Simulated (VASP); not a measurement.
# Tantalum: how cutoff and mesh change the relaxed cell, part 2 of 2

How far does the relaxed cell of Tantalum depend on cutoff and k mesh? The starting structure is a measured crystal structure from the Crystallography Open Database.

VASP 6.6.1.

Results so far: reference 17.55 Å³ an atom; a cutoff of 220 eV 17.44 Å³ an atom; a 6×6×6 mesh 17.91 Å³ an atom.

## Step 5: Relaxation with a cutoff of 600 eV (continued)

Level of this step: PBEsol; plane waves and PAW (Ta_pv) (VASP).

Parts of OUTCAR (step 5):

```text
  Total       -0.0025623     -0.0025623     -0.0025623      0.0000000      0.0000000     -0.0000000
  in kB       -0.2338545     -0.2338545     -0.2338545      0.0000000      0.0000000     -0.0000000
  external PRESSURE =      -0.2338545 kB  Pullay stress =       0.0000000 kB

 POSITION                                       TOTAL-FORCE (eV/Angst)
 -----------------------------------------------------------------------------------
      0.00000     -0.00000      0.00000         0.000000      0.000000      0.000000
 -----------------------------------------------------------------------------------
    total drift:                                0.000000      0.000000     -0.000000

  FREE ENERGIE OF THE ION-ELECTRON SYSTEM (eV)
  ---------------------------------------------------
  free  energy   TOTEN  =       -12.5471287810 eV

  energy  without entropy=      -12.5472742527  energy(sigma->0) =      -12.54717727

[... 2 parts as in an earlier step ...]

[... 2 further parts left out ...]
[key lines of the parts left out:]
E-fermi :   5.5196
```

With a cutoff of 600 eV the cell ends at 17.554 Å³ an atom, +0.02 % from the reference; the bulk modulus is 205.6 GPa against 205.7 GPa.

## Step 6: Relaxation with a 16×16×16 mesh

Against step 2 the input has a 16×16×16 mesh.

Input file INCAR:

```
SYSTEM = Ta
PREC = Accurate
ENCUT = 450
EDIFF = 1E-06
NELM = 100
ISMEAR = 1
SIGMA = 0.1
LREAL = .FALSE.
ALGO = Normal
GGA = PS
NBANDS = 11
LORBIT = 11
LWAVE = .FALSE.
LCHARG = .FALSE.
KPAR = 2
IBRION = 2
NSW = 50
ISIF = 3
EDIFFG = -0.01
```

Input file POSCAR:

```
Ta
1.0
   -1.6529000000      1.6529000000      1.6529000000
    1.6529000000     -1.6529000000      1.6529000000
    1.6529000000      1.6529000000     -1.6529000000
Ta
1
Direct
    0.0000000000      0.0000000000      0.0000000000
```

Input file KPOINTS:

```
Automatic mesh
0
Gamma
16 16 16
0 0 0
```

The projector-augmented-wave data sets are Ta_pv (PBE family, release 64).

Launch:

```
> mpirun -np 2 vasp_std
```

The log of the run:

```text
[... set-up lines as in an earlier step ...]
 entering main loop
       N       E                     dE             d eps       ncg     rms          rms(c)
DAV:   1     0.514425464844E+02    0.51443E+02   -0.58219E+03  3206   0.853E+02
DAV:   2    -0.121926464740E+02   -0.63635E+02   -0.62170E+02  3587   0.233E+02
DAV:   3    -0.130607546673E+02   -0.86811E+00   -0.86060E+00  3898   0.266E+01
DAV:   4    -0.130634417233E+02   -0.26871E-02   -0.26867E-02  3521   0.158E+00
[...]
DAV:   9    -0.125412870258E+02    0.12111E-04   -0.84409E-05  3636   0.979E-02    0.212E-02
DAV:  10    -0.125412845616E+02    0.24642E-05   -0.22056E-06  3451   0.164E-02    0.284E-03
DAV:  11    -0.125412846112E+02   -0.49605E-07   -0.11902E-07  1982   0.410E-03
   1 F= -.12541285E+02 E0= -.12541137E+02  d E =-.125413E+02
[...]
N       E                     dE             d eps       ncg     rms          rms(c)
DAV:   1    -0.128031058499E+02   -0.26182E+00   -0.83568E+00  3370   0.359E+01    0.506E+00
[...]
DAV:   6    -0.125208403766E+02   -0.35837E-05   -0.24461E-06  3775   0.174E-02    0.486E-04
DAV:   7    -0.125208401822E+02    0.19436E-06   -0.16661E-08  1946   0.126E-03
   2 F= -.12520840E+02 E0= -.12520623E+02  d E =0.204444E-01
 trial-energy change:    0.020444  1 .order    0.021127   -0.030965    0.073220
 step:   0.3056(harm=  0.2972)  dis= 0.00000  next Energy=   -12.546035 (dE=-0.475E-02)
[...]
N       E                     dE             d eps       ncg     rms          rms(c)
DAV:   1    -0.126834379748E+02   -0.16260E+00   -0.43409E+00  3334   0.265E+01    0.346E+00
DAV:   2    -0.125697880283E+02    0.11365E+00   -0.14234E-01  3358   0.412E+00    0.116E+00
DAV:   3    -0.125457248941E+02    0.24063E-01   -0.65534E-02  3490   0.277E+00    0.384E-01
DAV:   4    -0.125461055394E+02   -0.38065E-03   -0.10146E-03  3911   0.324E-01    0.474E-02
DAV:   5    -0.125461158776E+02   -0.10338E-04   -0.20801E-05  3628   0.430E-02    0.229E-02
DAV:   6    -0.125461147898E+02    0.10878E-05   -0.29461E-07  2420   0.584E-03    0.997E-04
DAV:   7    -0.125461149271E+02   -0.13723E-06   -0.25723E-08  1841   0.169E-03
   3 F= -.12546115E+02 E0= -.12545862E+02  d E =-.483032E-02
[...]
reached required accuracy - stopping structural energy minimisation
```

Wall time 8.6 s (2 MPI ranks of Intel Xeon 6975P-C (Granite Rapids), shared host); peak memory 0.28 GiB.

From OUTCAR (step 6):

```text
  Total       -0.0060892     -0.0060892     -0.0060892      0.0000000     -0.0000000      0.0000000
  in kB       -0.5512941     -0.5512941     -0.5512941      0.0000000     -0.0000000      0.0000000
  external PRESSURE =      -0.5512941 kB  Pullay stress =       0.0000000 kB

 POSITION                                       TOTAL-FORCE (eV/Angst)
 -----------------------------------------------------------------------------------
      0.00000      0.00000      0.00000         0.000000      0.000000      0.000000
 -----------------------------------------------------------------------------------
    total drift:                                0.000000     -0.000000      0.000000

  FREE ENERGIE OF THE ION-ELECTRON SYSTEM (eV)
  ---------------------------------------------------
  free  energy   TOTEN  =       -12.5461149271 eV

  energy  without entropy=      -12.5453551459  energy(sigma->0) =      -12.54586167

[... 1 part as in an earlier step ...]

[... 3 further parts left out ...]
[key lines of the parts left out:]
E-fermi :   5.4370
```

With a 16×16×16 mesh the cell ends at 17.696 Å³ an atom, +0.83 % from the reference; the bulk modulus is 203.5 GPa against 205.7 GPa.

## Step 7: The runs compared

| run | volume (Å³/atom) | change (%) | bulk modulus (GPa) | pressure left (GPa) | core minutes |
| --- | --- | --- | --- | --- | --- |
| reference | 17.551 | - | 205.7 | -0.03 | 0.187 |
| a cutoff of 220 eV | 17.442 | -0.62 | 208.9 | 0.0 | 0.167 |
| a 6×6×6 mesh | 17.907 | 2.02 | 174.4 | 0.0 | 0.0733 |
| a cutoff of 600 eV | 17.554 | 0.02 | 205.6 | -0.02 | 0.24 |
| a 16×16×16 mesh | 17.696 | 0.83 | 203.5 | -0.06 | 0.287 |

Core minutes are wall time times ranks, summed over the relaxations behind a row (those for a bulk modulus apart), on shared hosts.

## Step 8: Summary of results

```json
{
 "volume of the reference": "17.55 Å³/atom",
 "volume against the reference, a cutoff of 220 eV": "-0.62 %",
 "volume against the reference, a 6×6×6 mesh": "+2.02 %",
 "volume against the reference, a cutoff of 600 eV": "+0.02 %",
 "volume against the reference, a 16×16×16 mesh": "+0.83 %"
}
```

What this shows: The volume moves most with a 6×6×6 mesh: +2.02 % against the reference (450 eV, 12×12×12 mesh). On finer settings it changes by +0.02 % with a cutoff of 600 eV and +0.83 % with a 16×16×16 mesh. The relaxations stop with up to 0.06 GPa left, which at the bulk modulus found here is 0.03 % of the volume. A change this large on a finer setting means that the reference isn't converged, that its relaxation stopped early along a soft direction, or that the runs ended in different electronic states. A cell that shrinks at the lower cutoff is the usual mark of Pulay stress, the error that a plane-wave basis makes when it is kept while the volume changes. The bulk modulus is more sensitive: it changes by -15.2 % with a 6×6×6 mesh. Further runs on this material are not shown.

[Lines on the potential files, build, host, timing and source positions are cut from VASP's logs without a mark.]

[Logs are printed without paths, hosts, clocks, repeated set-up lines and the standing remarks that a program may print on its own settings, such as how far it seeks lower states.]

[Hosts, paths, dates, database ids (printed as entryN), source tags and the programs' standing remarks are cut or masked in the printed files.]
